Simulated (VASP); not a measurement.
These are PBE GGA, VASP's PBE PAW potentials (set 64) (plane waves; VASP) values and carry that method's errors.

A VASP calculation is set up with these files.

### INCAR
```
ALGO=Normal
EDIFF=1E-6
ENCUT=400
GGA=PE
ISIF=2
ISMEAR=0
ISPIN=2
LASPH=.TRUE.
LCHARG=.FALSE.
LMAXMIX=4
LORBIT=10
LREAL=.FALSE.
LWAVE=.FALSE.
MAGMOM=1.8 1.8
NELM=100
PREC=Accurate
SIGMA=0.5
SYSTEM=Co
```

File KPOINTS:
```
Automatic
0
G
 15 15 8
0 0 0
```

POSCAR:
```
Co
1
    1.2801000000    -2.2171980000     0.0000000000
    1.2801000000     2.2171980000     0.0000000000
    0.0000000000     0.0000000000     4.1514000000
Co
2
Direct
  0.3333330000   0.6666670000   0.2500000000
  0.6666670000   0.3333330000   0.7500000000
```

POTCAR, in this order: Co (PBE.64 set). Program: vasp_std.

Output

**OUTCAR**
```
 ion  position               nearest neighbor table
   1  0.333  0.667  0.250-   2 2.55   2 2.55   2 2.55   2 2.55   2 2.55   2 2.55
   2  0.667  0.333  0.750-   1 2.55   1 2.55   1 2.55   1 2.55   1 2.55   1 2.55
  LATTYP: Found a hexagonal cell.
 ALAT       =     2.5601997932
 C/A-ratio  =     1.6215140752
 Subroutine PRICEL returns:
 Original cell was already a primitive cell.
 Subroutine GETGRP returns: Found 24 space group operations
The static configuration has the point symmetry D_3d.
 The point group associated with its full space group is D_6h.
The dynamic configuration has the point symmetry D_3d.
The overall configuration has the point symmetry D_3d.
 Subroutine INISYM returns: Found 24 space group operations
 Subroutine IBZKPT returns following result:
 Found    135 irreducible k-points:

 Following reciprocal coordinates:
            Coordinates               Weight
  0.000000  0.000000  0.000000      1.000000
  0.066667 -0.000000  0.000000      6.000000
  0.133333 -0.000000  0.000000      6.000000
  0.200000 -0.000000  0.000000      6.000000
  0.266667 -0.000000  0.000000      6.000000
  0.333333  0.000000  0.000000      6.000000
...
```

### OSZICAR
```
       N       E                     dE             d eps       ncg     rms          rms(c)
DAV:   1     0.703874014036E+02    0.70387E+02   -0.70519E+03  8244   0.129E+03
DAV:   2    -0.144672959377E+02   -0.84855E+02   -0.78761E+02  8128   0.237E+02
DAV:   3    -0.162671336956E+02   -0.17998E+01   -0.17610E+01  9829   0.482E+01
DAV:   4    -0.162947912703E+02   -0.27658E-01   -0.27652E-01 11722   0.453E+00
DAV:   5    -0.162949660062E+02   -0.17474E-03   -0.17473E-03 10027   0.347E-01    0.138E+01
DAV:   6    -0.147171350257E+02    0.15778E+01   -0.15690E+01  8548   0.786E+01    0.825E+00
DAV:   7    -0.141314786821E+02    0.58566E+00   -0.24740E+00  8737   0.302E+01    0.344E+00
DAV:   8    -0.141228006709E+02    0.86780E-02   -0.26117E-02 11231   0.177E+00    0.172E+00
DAV:   9    -0.141097380379E+02    0.13063E-01   -0.75461E-03 11801   0.126E+00    0.573E-01
DAV:  10    -0.141097281502E+02    0.98877E-05   -0.43953E-04 10731   0.274E-01    0.372E-01
DAV:  11    -0.141098431591E+02   -0.11501E-03   -0.91570E-04 10850   0.469E-01    0.297E-02
DAV:  12    -0.141098412130E+02    0.19462E-05   -0.29352E-05  8940   0.514E-02    0.154E-02
DAV:  13    -0.141098401114E+02    0.11016E-05   -0.21070E-06  7610   0.186E-02    0.127E-02
DAV:  14    -0.141098401797E+02   -0.68304E-07   -0.81209E-07  5634   0.101E-02
   1 F= -.14109840E+02 E0= -.13963911E+02  d E =-.291859E+00  mag=     3.3010
```

OUTCAR:
```
------------------------ aborting loop because EDIFF is reached ----------------------------------------
  FORCE on cell =-STRESS in cart. coord.  units (eV):
  Direction    XX          YY          ZZ          XY          YZ          ZX
  --------------------------------------------------------------------------------------
  Total       -2.1011386     -2.1011382     -2.0166147      0.0000000     -0.0000000     -0.0000000
  in kB     -142.8539760   -142.8539452   -137.1072963      0.0000000     -0.0000000     -0.0000000
  external PRESSURE =    -140.9384058 kB  Pullay stress =       0.0000000 kB
  volume of cell :       23.57
      direct lattice vectors                 reciprocal lattice vectors
     1.280100000 -2.217198000  0.000000000     0.390594485 -0.225509855  0.000000000
     1.280100000  2.217198000  0.000000000     0.390594485  0.225509855  0.000000000
     0.000000000  0.000000000  4.151400000     0.000000000  0.000000000  0.240882594
 POSITION                                       TOTAL-FORCE (eV/Angst)
 -----------------------------------------------------------------------------------
      1.28010      0.73907      1.03785         0.000000     -0.000000      0.000000
      1.28010     -0.73907      3.11355        -0.000000      0.000000      0.000000
 -----------------------------------------------------------------------------------
    total drift:                                0.000000      0.000009     -0.000027
  FREE ENERGIE OF THE ION-ELECTRON SYSTEM (eV)
  ---------------------------------------------------
  free  energy   TOTEN  =       -14.1098401797 eV

  energy  without entropy=      -13.8179816727  energy(sigma->0) =      -13.96391093

 total charge

# of ion       s       p       d       tot
------------------------------------------
    1        0.457   0.454   7.211   8.122
    2        0.457   0.454   7.211   8.122
--------------------------------------------------
tot          0.914   0.908  14.422  16.244

 magnetization (x)

# of ion       s       p       d       tot
------------------------------------------
    1       -0.013  -0.048   1.744   1.683
    2       -0.013  -0.048   1.744   1.683
--------------------------------------------------
tot         -0.026  -0.096   3.488   3.365
```
(Selected blocks of OUTCAR.)

**OUTCAR**
```
 val. band max:        9.1750604446   @ k =   0.4000   0.2000   0.5000

 cond. band min:       9.1770010235   @ k =   0.2000  -0.0000   0.0000


 Fermi energy:         9.1759899159

 spin component 1

 k-point     1 :       0.0000    0.0000    0.0000
  band No.  band energies     occupation
      1       0.6985      1.00000
      2       4.3833      1.00000
      3       6.6427      1.00000
      4       6.6649      1.00000
      5       6.6649      1.00000
      6       6.9339      1.00000
      7       6.9339      1.00000
      8       7.2381      1.00000
      9       7.2381      1.00000
     10       8.1965      0.99720
     11       8.1965      0.99720
     12       9.0828      0.60400
     13      14.7578      0.00000
     14      30.4344      0.00000
     15      32.2461      0.00000

 k-point     2 :       0.0667   -0.0000    0.0000
  band No.  band energies     occupation
      1       0.8454      1.00000
      2       4.4705      1.00000
      3       6.5028      1.00000
      4       6.7293      1.00000
      5       6.7874      1.00000
      6       6.9037      1.00000
      7       6.9905      1.00000
      8       7.1656      1.00000
      9       7.1981      1.00000
     10       7.7028      0.99998
     11       8.2133      0.99676
     12       9.7532      0.05129
     13      14.7879      0.00000
     14      29.0109      0.00000
     15      30.7994      0.00000

 k-point     3 :       0.1333   -0.0000    0.0000
  band No.  band energies     occupation
      1       1.2773      1.00000
      2       4.7043      1.00000
      3       6.3194      1.00000
      4       6.7811      1.00000
      5       6.7931      1.00000
      6       6.9153      1.00000
      7       6.9770      1.00000
      8       7.0928      1.00000
      9       7.1542      1.00000
     10       7.3000      1.00000
     11       8.2533      0.99547
     12      10.8567      0.00000
     13      14.8874      0.00000
...
```

The compound is Co in the hcp structure. The cell was not relaxed at this level. The run is one of a series of settings (ISMEAR = 0, SIGMA = 0.5 against the base run), some of them coarse on purpose.
